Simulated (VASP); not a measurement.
Data:

```yaml
crystal:
  lattice:
    - [0.00000, 2.64298, 2.64298]
    - [2.64298, 0.00000, 2.64298]
    - [2.64298, 2.64298, 0.00000]
  atoms:
    - { symbol: Yb, position: [0.00000, 0.00000, 0.00000] }
```

Level of theory: vdW-DF-cx, VASP's PBE PAW potentials (set 64) (plane waves; VASP 6.6.1). Run with 520 eV cut-off, Gaussian smearing of 0.050 eV, potentials Yb_2.

The 4f electrons are frozen in the core of the lanthanide potential, so 4f levels, which can set the real gap, and their magnetism are missing.

Give the energies of bands 4 to 7 at the high-symmetry points, in eV from the valence-band maximum.

| band | Γ | X | U | L | W |
|---|---|---|---|---|---|
| 4 | -5.11 | -1.12 | -0.31 | -1.75 | -0.05 |
| 5 | 3.11 | 0.29 | 0.23 | 0.31 | 0.89 |
| 6 | 3.11 | 1.70 | 1.28 | 2.86 | 0.89 |
| 7 | 3.11 | 6.89 | 4.67 | 2.86 | 2.75 |

The gap is indirect, 0.03 eV, from the valence maximum at L-W at 0.71 to the conduction minimum at L-W at 0.64.

The compound is Yb in the fcc structure. It was relaxed first, which changed the volume by -10 %.
